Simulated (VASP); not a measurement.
NiSi2 (fluorite) is relaxed at rising pressure, each step from the one before. Symmetry mostly holds the structure type, and other phases were not tried. The mesh follows the cell, and a change of mesh leaves a small step in the series.

Consider the following.

```xyz
3
Lattice="0.0000 2.7218 2.7218 2.7218 0.0000 2.7218 2.7218 2.7218 0.0000" Properties=species:S:1:pos:R:3 pbc="T T T"
Si     1.3609     1.3609     1.3609
Si     4.0827     4.0827     4.0827
Ni     0.0000     0.0000     0.0000
```

Method: PBE GGA, VASP's PBE PAW potentials (set 64) (plane waves; VASP). Run with 500 eV cut-off, 10×10×10 Γ-centred mesh, first-order Methfessel-Paxton smearing of 0.10 eV, potentials Si Ni.

| P (GPa) | V (Å³/atom) | H − H(0) (eV/atom) | space group | gap on the mesh (eV) | k-mesh |
|---|---|---|---|---|---|
| 0 | 13.44 | 0.000 | Fm-3m | 0.00 | 10×10×10 |
| 5 | 13.03 | 0.413 | Fm-3m | 0.00 | 10×10×10 |
| 10 | 12.68 | 0.814 | Fm-3m | 0.00 | 10×10×10 |
| 20 | 12.09 | 1.586 | Fm-3m | 0.00 | 10×10×10 |
| 30 | 11.60 | 2.324 | Fm-3m | 0.00 | 10×10×10 |
| 45 | 11.05 | 3.384 | Fm-3m | 0.00 | 10×10×10 |

Pressures at which the relaxation failed are left out.

The compound is NiSi2 in the fluorite structure. The run is not spin-polarised, so no magnetic state was tried.
